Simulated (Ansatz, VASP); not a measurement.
# MoS2: VASP beside Ansatz

Wanted: the spread between two codes on one cell, functional and k mesh. The structure shown is the start of the Ansatz relaxation below; VASP solves that cell, so the two are compared at the walk's first step.

Calculated with Ansatz 0.2.0; plane waves, with VASP 6.6.1 beside it; single point at PBEsol.

## (1) The starting structure

The cell holds 3 atoms: 1 Mo and 2 S. Its edges and angles: a = 3.112 Å, b = 3.135 Å, c = 29.504 Å, α = 90.0°, β = 90.0°, γ = 119.8°. Vacuum lies along c.

## (2) Ansatz: relaxation, PBEsol

Ansatz runs on its PAW soft_1 files.

The two programs are compared at the cell with which this relaxation starts, whose forces are those of its first step.

input.yaml reads:

```yaml
crystal:
  lattice:
    - [3.112039593, 0.0, 0.0]
    - [-1.5560197965, 2.7220563986, 0.0]
    - [0.0, 0.0, 29.504]
  atoms:
    - { symbol: Mo, position: [0.0, 0.0, 0.3389370933] }
    - { symbol: S, position: [0.3333333333, 0.6666666667, 0.3933825537] }
    - { symbol: S, position: [0.6666666667, 0.3333333333, 0.2844916329] }
  periodic: [true, true, false]
kpoints:
  mp_grid: { grid: [15, 15, 1] }
hamiltonian:
  xc: pbesol
  pseudopotentials: { kind: paw, azcp: { folder: soft_1 }, xc_functional: pbe }
scf:
  occupations: { method: methfessel_paxton, width: 0.2 }
output:
  forces: true
  stress: true
  eigenvalues: true
relax:
  adjacent_minimum: "off"
  f_tol: 0.001
  max_steps: 60
```

The run is started by

```console
$ ansatz run input.yaml --threads 4 --pin off --max-ram 16384MiB --backend cpu --events-out ev --progress --plain --runs-dir out
```

Numbers of over 12 decimals in the logs are rounded to 6 here.

Output:

```text
Warning: output.stress: scf.convergence.dr2_threshold = 1e-9 eV (the default of a walk held to its f_tol) is looser than the 3e-10 eV advised for a printed stress (1e-10 eV for each atom of the cell: 3). What an SCF threshold leaves in a stress goes as its square root, and in the free energy as the threshold itself, and one threshold admits the most on a small cell: [figures from the program's tests cut] Every solve  [...]
Engine: ansatz 0.2.0, aarch64-unknown-linux-gnu
Pseudopotentials: kind: paw
Pseudopotential: Mo, paw, valence charge 14, recommended cutoff 420 eV (normal), soft_1/Mo.paw.azcp
Pseudopotential: S, paw, valence charge 6, recommended cutoff 420 eV (normal), soft_1/S.paw.azcp
Functional definition: PBEsol
  exchange = pbesol_x
  correlation = pbesol_c
Crystal: 3 atoms, lattice volume = 249.933 Å³
Basis set: ecut = 420 eV, 4851 PW (Γ), exchange–correlation on 48×48×400 points (8 copies of the dense FFT grid, shifted against one another)
Bands: 17, of which v1, the nominal top of the filled ones, is band 13 counted from 1 (12 counted from 0)
Symmetry: 4 space group operations
Space group: C2/m (ITA 12), of the structure as read, at distance tolerance 6.3e-5 Å
k-points: 64 of 225
Non-local potential: Mo, projectors of the file, l = 0: 3, l = 1: 2, l = 2: 2, l = 3: 1
Non-local potential: S, projectors of the file, l = 0: 2, l = 1: 2, l = 2: 1
PAW form: soft (Blöchl's): semilocal exchange-correlation on the pseudo side does not see the compensation charge
PAW frozen core: Mo, regenerated for the run's functional, and the local potential with it (the file was generated under x = pbe(κ = 0.804, μ = 0.219515), c = pbe(β = 0.066725))
PAW frozen core: S, regenerated for the run's functional, and the local potential with it (the file was generated under x = pbe(κ = 0.804, μ = 0.219515), c = pbe(β = 0.066725))
PAW one-centre angular grid: Mo, 590 points (default); XC on 64 Gauss nodes
PAW one-centre angular grid: S, 110 points (default); XC on 64 Gauss nodes
Initial density: superposition of atomic densities (neutral atoms: chi_scale 0, normalization atom)
Initial wavefunctions: pseudopotential atomic-orbital guess
Functional: x = pbesol(κ = 0.804, μ = 0.123457), c = pbesol(β = 0.046)
SCF iter   1: F=—  HF=-6670.831108 eV  |F-HF|=—  |Δ(HF+E_count)|=         —  Δρ=4.11e-2  dr2=6.85e0  ethr=3.10e-3  ⟨swp⟩=15.9  Hψ=11776  notcnv=0
preconditioner: auto → LDOS  [metal: Δε(μ)=0.039 eV  Ē_g=8.792 eV  σ=0.200 eV  W_gap=0.16  n_scr=16 (ndim 8)  ℏωp=10.0 eV  f_vac=0.753  D(μ)=1.45/eV (n_scr^D=8)  β→1.0]
SCF iter   2: F=—  HF=-6669.768697 eV  |F-HF|=—  |Δ(HF+E_count)|=    1.06e0  S|Δr|=    0.00e0  Δρ=2.57e-2  dr2=1.80e0  ethr=3.10e-3  ⟨swp⟩=4.7  Hψ=3932  notcnv=0
SCF iter   3: F=—  HF=-6669.340331 eV  |F-HF|=—  |Δ(HF+E_count)|=   4.28e-1  S|Δr|=    0.00e0  Δρ=5.87e-3  dr2=1.31e-1  ethr=3.10e-3  ⟨swp⟩=3.2  Hψ=3122  notcnv=0
SCF iter   4: F=—  HF=-6669.316324 eV  |F-HF|=—  |Δ(HF+E_count)|=   2.40e-2  S|Δr|=    0.00e0  Δρ=7.31e-4  dr2=1.41e-3  ethr=5.04e-4  ⟨swp⟩=3.3  Hψ=2624  notcnv=0
SCF iter   5: F=—  HF=-6669.316344 eV  |F-HF|=—  |Δ(HF+E_count)|=   1.95e-5  S|Δr|=    0.00e0  Δρ=2.27e-4  dr2=1.87e-4  ethr=5.42e-6  ⟨swp⟩=3.9  Hψ=2787  notcnv=0
SCF iter   6: F=—  HF=-6669.316368 eV  |F-HF|=—  |Δ(HF+E_count)|=   2.37e-5  S|Δr|=    0.00e0  Δρ=5.12e-5  dr2=3.62e-6  ethr=7.19e-7  ⟨swp⟩=3.6  Hψ=2185  notcnv=0
SCF iter   7: F=—  HF=-6669.316257 eV  |F-HF|=—  |Δ(HF+E_count)|=   1.11e-4  S|Δr|=    0.00e0  Δρ=1.29e-5  dr2=3.01e-7  ethr=1.39e-8  ⟨swp⟩=3.4  Hψ=2628  notcnv=0
SCF iter   8: F=-6669.316257 eV  HF=-6669.316257 eV  |F-HF|=3.58e-8  |Δ(HF+E_count)|=   1.58e-7  S|Δr|=    0.00e0  Δρ=2.37e-6  dr2=1.32e-8  ethr=3.85e-10  ⟨swp⟩=14.0  Hψ=8198  notcnv=0
SCF 1 converged in 8 iterations: F = -6669.316257 eV  dr2 = 1.32e-8
  greatest PAW one-centre occupation: 0.999 electrons in one spin orbital (limit 2), on the Mo atom at site 0 (counted from 0), in its partial waves of l = 0
relax step   1: F+E_penalty+E_count = -6669.31625682 eV  Δ(F+E_penalty+E_count) = +0.000e0 eV  max|allowed force component| = 1.323e-1 eV/Å  Δτ_max = 0.0000 Å  (8 SCF iters, dr2 threshold 1.00e-7 eV, accepted)
[...]
relax step   2: F+E_penalty+E_count = -6669.31768044 eV  Δ(F+E_penalty+E_count) = -1.424e-3 eV  max|allowed force component| = 2.649e-2 eV/Å  Δτ_max = 0.0120 Å  (4 SCF iters, dr2 threshold 1.09e-6 eV, accepted)
[...]
relax step   3: F+E_penalty+E_count = -6669.31772867 eV  Δ(F+E_penalty+E_count) = -4.823e-5 eV  max|allowed force component| = 1.951e-3 eV/Å  Δτ_max = 0.0017 Å  (4 SCF iters, dr2 threshold 4.39e-8 eV, accepted)
[...]
relax step   4: F+E_penalty+E_count = -6669.31772921 eV  Δ(F+E_penalty+E_count) = -5.349e-7 eV  max|allowed force component| = 4.685e-4 eV/Å  Δτ_max = 0.0003 Å  (4 SCF iters, accepted)
SCF converged after 4 iterations
Stability not checked: this state was not tested for a lower state beside it, because cold or Methfessel-Paxton smearing, or corrected tetrahedra, fill the levels in a way that the test cannot read (fill_not_monotonic; see scf.lower_state_search)
Free energy (F): -6669.317729 eV
Harris-Foulkes:  -6669.317729 eV  (|F-HF|=1.31e-9)
Internal energy: -6669.315294 eV  (E = F + TS)
E sigma→0 (E₀):  -6669.317120 eV
Entropy (-TS):   -0.002435 eV (-0.812 meV/atom)
Fermi energy:    -5.077370 eV
Step filling:    the computed levels leave a gap of 0.0419 eV = 0.2 smearing widths at the electron count; against every level under it full and every level over it empty, smearing changes F+E_penalty+E_count by -0.851 meV and its σ→0 estimate by -0.243 meV
--- Per-component energies (eV) ---
  E_band       = -577.271716
  E_kinetic    = 633.889837
  E_local      = -44557.571563  (includes V_loc(G=0)·N_el)
  E_nonlocal   = 219.367766
  E_hartree    = 21845.658495
  E_xc         = -351.254561
  E_vxc        = -384.398910  (∫ρ·V_xc dr)
  E_paw        = -4338.655723  (= ΣΔE_a)
  E_vpaw       = -179.876212  (= ΣTr[D̂ρ^β])
  E_aug_tail   = 0.000042  (compensation charges beyond the density's cutoff)
  E_ewald      = 19878.917214
  E_core_change = 0.333199  (= ΣΔE_core)
  E_smearing   = -0.002435  (= −TS)
  E_closure    = 0.000000  (closes the sum)
  Σ components = -6669.317729   (vs F -6669.317729, Δ=0.00e0)
--- Forces (eV/Å), atoms counted from 1 ---
  atom   1  Mo     0.00000000     0.00000000     0.00000000
  atom   2  S      0.00000000     0.00046853    -0.00030375
  atom   3  S      0.00000000    -0.00046853     0.00030375
  max |Σ_I F_I| component: 0.00e0 eV/Å
--- 2D stress c σ (N/m, compression-positive) ---
        0.141255       0.000000       0.000000
        0.000000      -0.958238       0.000000
        0.000000       0.000000       0.000000
  P = ½ c Tr σ = -0.4085 N/m
--- Band table (eV; the first three rows and the last of 64) ---
  k-point 0: bands = [... 9 lower, -8.2474, -6.2640, -6.0584, -5.9551, -5.1790, -5.0985, -1.8199, -1.7873]
  k-point 1: bands = [... 9 lower, -7.9598, -6.5158, -6.2382, -6.2180, -5.0566, -4.8505, -2.0843, -1.8290]
  k-point 2: bands = [... 9 lower, -7.7929, -7.2759, -6.6197, -6.2940, -4.8918, -4.4912, -2.5576, -1.9003]
  k-point 63: bands = [... 9 lower, -9.2901, -9.0375, -8.0407, -5.4712, -4.9353, -3.2153, -2.9402, -0.9845]
--- Relaxed structure (4 steps of the walk, 4 accepted, 0 SCFs on fresh bases) ---
  F+E_penalty+E_count = -6669.31772921 eV   max|allowed force component| = 4.685e-4 eV/Å
  cell:  # Å, volume = 249.9327 Å³
    - [3.112039593, 0.0, 0.0]
    - [-1.5560197965, 2.7220563986, 0.0]
    - [0.0, 0.0, 29.504]
  atoms:
    - { symbol: Mo, position: [0.0, 0.0, 0.3389370933] }
    - { symbol: S, position: [0.332168, 0.664336, 0.393086] }
    - { symbol: S, position: [0.667832, 0.335664, 0.284788] }
```

In the SCF lines HF is the Harris–Foulkes energy and dr2 the Hartree energy of the density residual, in eV; the loop may stop once dr2 is under the threshold and the program's other checks hold. Hψ counts applications of the Hamiltonian.

## (3) VASP: single point, PBEsol, start cell, pair 1

The same cell, functional, mesh and smearing now go to VASP, with its own data sets.

Lines of VASP's logs that name or quote its potential files are left out, and so is its time.

INCAR reads:

```
SYSTEM = MoS2
PREC = Accurate
ENCUT = 400
EDIFF = 1E-06
NELM = 120
ISMEAR = 1
SIGMA = 0.2
LREAL = .FALSE.
ALGO = Normal
GGA = PS
NBANDS = 19
LASPH = .TRUE.
LORBIT = 11
LWAVE = .FALSE.
LCHARG = .FALSE.
ISIF = 2
LDIPOL = .TRUE.
IDIPOL = 3
DIPOL = 0.5 0.5 0.339
LVHAR = .TRUE.
GGA_COMPAT = .FALSE.
NELMDL = -8
KPAR = 2
```

POSCAR reads:

```
MoS2
1.0
    3.1120395930      0.0000000000      0.0000000000
   -1.5560197965      2.7220563986      0.0000000000
    0.0000000000      0.0000000000     29.5040000000
Mo S
1 2
Direct
    0.0000000000      0.0000000000      0.3389370933
    0.3333333212      0.6666666423      0.3933825583
    0.6666666788      0.3333333577      0.2844916283
```

KPOINTS reads:

```
Automatic mesh
0
Gamma
15 15 1
0 0 0
```

The projector-augmented-wave data sets are Mo_sv and S (PBE family, release 64).

The run is started by

```console
$ mpirun -np 2 vasp_std
```

Output:

```text
[banner, memory and clock lines left out]
running    2 mpi-ranks, on    1 nodes
 distrk:  each k-point on    1 cores,    2 groups
 distr:  one band on    1 cores,    1 groups

 POSCAR found type information on POSCAR MoS
 POSCAR found :  2 types and       3 ions
|                                                                             |
|               ----> ADVICE to this user running VASP <----                  |
|                                                                             |
|     You enforced a specific xc type in the INCAR file but a different       |
|     [... a line on the potential file left out ...]
|     I HOPE YOU KNOW WHAT YOU ARE DOING!                                     |
|                                                                             |

 LDA part: xc-table for (Slater+PW92), standard interpolation
 POSCAR, INCAR and KPOINTS ok, starting setup
 FFT: planning ... GRIDC
 FFT: planning ... GRID_SOFT
 FFT: planning ... GRID
 WAVECAR not read
 entering main loop
       N       E                     dE             d eps       ncg     rms          rms(c)
DAV:   1     0.130652079593E+03    0.13065E+03   -0.11938E+04  3456   0.845E+02
DAV:   2    -0.127558717733E+02   -0.14341E+03   -0.14040E+03  3452   0.200E+02
DAV:   3    -0.239544566127E+02   -0.11199E+02   -0.11116E+02  3293   0.521E+01
DAV:   4    -0.241064433166E+02   -0.15199E+00   -0.14995E+00  3281   0.659E+00
DAV:   5    -0.241095896602E+02   -0.31463E-02   -0.31444E-02  3277   0.914E-01
DAV:   6    -0.241097012966E+02   -0.11164E-03   -0.11163E-03  3320   0.155E-01
DAV:   7    -0.241097061573E+02   -0.48607E-05   -0.48611E-05  3331   0.290E-02
DAV:   8    -0.241097064185E+02   -0.26118E-06   -0.26075E-06  3158   0.626E-03    0.244E+01
DAV:   9    -0.231791690270E+02    0.93054E+00   -0.14975E+01  2516   0.216E+01    0.942E+00
DAV:  10    -0.230883840829E+02    0.90785E-01   -0.12103E+01  2562   0.177E+01    0.708E+00
DAV:  11    -0.225650585216E+02    0.52333E+00   -0.27885E+00  2559   0.886E+00    0.174E+00
DAV:  12    -0.225722391270E+02   -0.71806E-02   -0.97576E-02  2940   0.182E+00    0.101E+00
DAV:  13    -0.225634830313E+02    0.87561E-02   -0.51144E-02  2705   0.126E+00    0.181E-01
DAV:  14    -0.225632926957E+02    0.19034E-03   -0.17009E-03  2877   0.249E-01    0.791E-02
[...]
DAV:  19    -0.225634336712E+02   -0.83865E-04   -0.11356E-05  2911   0.118E-02    0.347E-03
DAV:  20    -0.225634741034E+02   -0.40432E-04   -0.41459E-06  2636   0.103E-02    0.436E-03
DAV:  21    -0.225635078328E+02   -0.33729E-04   -0.33377E-06  2435   0.905E-03    0.200E-03
DAV:  22    -0.225635129576E+02   -0.51249E-05   -0.34885E-07  2299   0.219E-03    0.182E-03
DAV:  23    -0.225635296509E+02   -0.16693E-04   -0.65333E-07  2175   0.221E-03    0.858E-04
DAV:  24    -0.225635310007E+02   -0.13498E-05   -0.15626E-08  1930   0.558E-04    0.487E-04
DAV:  25    -0.225635356004E+02   -0.45997E-05   -0.16025E-07  2049   0.110E-03    0.328E-04
DAV:  26    -0.225635361789E+02   -0.57852E-06   -0.76204E-09  1773   0.383E-04
   1 F= -.22563536E+02 E0= -.22562875E+02  d E =-.198487E-02
```

Parts of OUTCAR (step 3):

```text
ion  position               nearest neighbor table
   1  0.000  0.000  0.339-   3 2.41   2 2.41   3 2.41   2 2.41   3 2.42   2 2.42
   2  0.333  0.667  0.393-   1 2.41   1 2.41   1 2.42
   3  0.667  0.333  0.284-   1 2.41   1 2.41   1 2.42

  LATTYP: Found a base centered orthorhombic cell.
 ALAT       =     3.1120395930
 B/A-ratio  =     1.7493713157
 C/A-ratio  =     9.4805991757

 Subroutine GETGRP returns: Found  4 space group operations
 (whereof  2 operations were pure point group operations)

The static configuration has the point symmetry C_1h.
 The point group associated with its full space group is C_2h.

 Found     64 irreducible k-points:

   k-points           NKPTS =     64   k-points in BZ     NKDIM =     64   number of bands    NBANDS=     19

   dimension x,y,z NGX =    20 NGY =   20 NGZ =  192
   dimension x,y,z NGXF=    40 NGYF=   40 NGZF=  384

   ENCUT  =  400.0 eV  29.40 Ry    5.42 a.u.   5.07  5.11 48.11*2*pi/ulx,y,z

   NELECT =      26.0000    total number of electrons

 k-points in reciprocal lattice and weights: Automatic mesh
   0.00000000  0.00000000  0.00000000       0.004
   0.06666667  0.00000000  0.00000000       0.018
   0.13333333  0.00000000  0.00000000       0.018
   0.20000000  0.00000000  0.00000000       0.018
   0.26666667  0.00000000  0.00000000       0.018
   0.33333333  0.00000000  0.00000000       0.018
   0.40000000  0.00000000  0.00000000       0.018
   0.46666667  0.00000000  0.00000000       0.018
   0.00000000  0.06666667  0.00000000       0.009
[...]
0.00000000  0.46666667  0.00000000       0.009
   0.06666667  0.46666667  0.00000000       0.009

 dipolmoment           0.000000      0.000000      0.000002 electrons x Angstroem

 average (electrostatic) potential at core
       1 -84.5781       2 -94.5140       3 -94.5140

 E-fermi :  -2.3295

 k-point     1 :       0.0000    0.0000    0.0000
  band No.  band energies     occupation
    ...
     11      -3.5415      2.00000
     12      -3.2629      2.00000
     13      -3.1827      2.00000
     14      -2.4070      1.60460
     15      -2.3299      1.00298
     16       0.8907     -0.00000
     17       0.9580     -0.00000
     18       2.2855      0.00000
     19       2.3390      0.00000

 k-point     2 :       0.0667    0.0000    0.0000
  band No.  band energies     occupation
    ...
      9      -6.0692      2.00000
     10      -5.1856      2.00000
     11      -3.7281      2.00000
     12      -3.5129      2.00000
     13      -3.4257      2.00000
     14      -2.2618      0.46166
     15      -2.1368     -0.04191
     16       0.6765     -0.00000
     17       0.8693     -0.00000
     18       2.3900      0.00000
    ...

 k-point     3 :       0.1333    0.0000    0.0000
  band No.  band energies     occupation
    ...
      9      -5.9662      2.00000
     10      -4.9898      2.00000
     11      -4.4737      2.00000
     12      -3.9256      2.00000
     13      -3.5003      2.00000
     14      -2.1381     -0.04018
     15      -1.7828     -0.00077
     16       0.2084     -0.00000
     17       0.7978     -0.00000
     18       2.6736      0.00000
    ...

  Total       -0.1766245     -0.8868136     -0.5176051      0.0000000     -0.1558410      0.0000000
  in kB       -1.1322396     -5.6848600     -3.3180733      0.0000000     -0.9990087      0.0000000
  external PRESSURE =      -3.3783910 kB  Pullay stress =       0.0000000 kB

  energy-cutoff  :      400.00
  volume of cell :      249.93
      direct lattice vectors                 reciprocal lattice vectors
     3.112039593  0.000000000  0.000000000     0.321332673  0.183684659  0.000000000
    -1.556019796  2.722056399  0.000000000     0.000000000  0.367369317  0.000000000
     0.000000000  0.000000000 29.504000000     0.000000000  0.000000000  0.033893709

 POSITION                                       TOTAL-FORCE (eV/Angst)
 -----------------------------------------------------------------------------------
      0.00000      0.00000     10.00000         0.000000      0.000000      0.000000
      0.00000      1.81470     11.60636        -0.000000     -0.048568     -0.125618
      1.55602      0.90735      8.39364         0.000000      0.048568      0.125618
 -----------------------------------------------------------------------------------
    total drift:                               -0.000000     -0.000001      0.000170

  FREE ENERGIE OF THE ION-ELECTRON SYSTEM (eV)
  ---------------------------------------------------
  free  energy   TOTEN  =       -22.5635361789 eV

  energy  without entropy=      -22.5615513101  energy(sigma->0) =      -22.56287456

 vacuum level on the upper side and lower side of the slab         2.732         2.732

 total charge
# of ion       s       p       d       tot
------------------------------------------
    1        2.295   6.223   3.940  12.458
    2        1.361   2.300   0.000   3.661
    3        1.361   2.300   0.000   3.661
--------------------------------------------------
tot          5.017  10.824   3.940  19.781

[... 3 further parts left out ...]
```

The run ends at a pressure of -0.34 GPa, with forces up to 0.13 eV/Å.

## (4) Comparison

Known differences besides the potentials themselves: Ansatz cuts the interaction across the vacuum, VASP repeats the sheet with a dipole correction; the cutoff is 420 eV in Ansatz and 400 eV in VASP; Ansatz makes its cores anew for this functional, VASP keeps those of its PBE data sets. Total energies have different zeros and are not compared.

Forces (eV/Å; atoms numbered as in POSCAR):

| atom | Ansatz x, y, z | VASP x, y, z |
| --- | --- | --- |
| Mo1 | 0.000, 0.000, 0.000 | 0.000, 0.000, 0.000 |
| S2 | 0.000, -0.049, -0.132 | 0.000, -0.049, -0.126 |
| S3 | 0.000, 0.049, 0.132 | 0.000, 0.049, 0.126 |

The forces differ by 3.2 meV/Å r.m.s., which is 5.0 % of the r.m.s. force of 0.063 eV/Å (both taken over all components). With vacuum in the cell, a pressure given here is an average over mostly empty space and none of the material.

## (5) Ansatz: relaxation, PBEsol

The two programs are compared at the cell with which this relaxation starts, whose forces are those of its first step.

The structure compared here is the start of the Ansatz relaxation; VASP solves that cell, so the two are compared at the walk's first step.

input.yaml, the sections that differ from step 2:

```yaml
crystal:
  lattice:
    - [3.1742803848, 0.0, 0.0]
    - [-1.5871401924, 2.6951053451, 0.0]
    - [0.0, 0.0, 29.504]
  atoms:
    - { symbol: Mo, position: [0.0, 0.0, 0.3389370933] }
    - { symbol: S, position: [0.3344958044, 0.6689916087, 0.3930857961] }
    - { symbol: S, position: [0.6655041956, 0.3310083913, 0.2847883905] }
  periodic: [true, true, false]
# kpoints, hamiltonian, scf, output, relax: as in step 2
```

The run is started by

```console
$ ansatz run input.yaml --threads 4 --pin off --max-ram 16384MiB --backend cpu --events-out ev --progress --plain --runs-dir out
```

Output:

```text
[...]
Crystal: 3 atoms, lattice volume = 252.407 Å³
Basis set: ecut = 420 eV, 4899 PW (Γ), exchange–correlation on 48×48×400 points (8 copies of the dense FFT grid, shifted against one another)
Bands: 17, of which v1, the nominal top of the filled ones, is band 13 counted from 1 (12 counted from 0)
Symmetry: 4 space group operations
[...]
--- Relaxed structure (4 steps of the walk, 4 accepted, 0 SCFs on fresh bases) ---
  F+E_penalty+E_count = -6669.31036615 eV   max|allowed force component| = 5.912e-4 eV/Å
  cell:  # Å, volume = 252.4073 Å³
    - [3.1742803848, 0.0, 0.0]
    - [-1.5871401924, 2.6951053451, 0.0]
    - [0.0, 0.0, 29.504]
  atoms:
    - { symbol: Mo, position: [0, -1.0727617005959381e-19, 0.338937] }
    - { symbol: S, position: [0.335658, 0.671317, 0.392781] }
    - { symbol: S, position: [0.664342, 0.328683, 0.285093] }
[key lines of the parts left out:]
SCF converged after 4 iterations
Free energy (F): -6669.310366 eV
Fermi energy:    -5.079973 eV
P = ½ c Tr σ = -0.7660 N/m
```

[end of part 1 of 2]

[Lines on the potential files, build, host, timing and source positions are cut from VASP's logs without a mark.]

[Logs are printed without paths, hosts, clocks, repeated set-up lines and the standing remarks that a program may print on its own settings, such as how far it seeks lower states.]

[Hosts, paths, dates, database ids (printed as entryN), source tags and the programs' standing remarks are cut or masked in the printed files.]
